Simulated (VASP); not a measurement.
Given:

```xyz
1
Lattice="-1.6527 1.6527 1.6527 1.6527 -1.6527 1.6527 1.6527 1.6527 -1.6527" Properties=species:S:1:pos:R:3 pbc="T T T"
Nb     0.0000     0.0000     0.0000
```

Method: PBE GGA, VASP's PBE PAW potentials (set 64) (plane waves; VASP 6.6.1). Numerical set-up: 480 eV cut-off, 14×14×14 Γ-centred mesh, first-order Methfessel-Paxton smearing of 0.10 eV, potentials Nb_sv.

Q: What does the run give for the energy per atom (σ→0), band gap (on the k-mesh) with the smallest direct gap where there is one?

A: 
```json
{
  "band gap (on the k-mesh)": "none (metal, semimetal or under 0.01 eV)",
  "energy per atom (σ→0)": "-10.211 eV/atom"
}
```

Total energies compare only between runs with the same potentials, cut-off and functional.

The compound is Nb in the bcc structure. It was relaxed first.
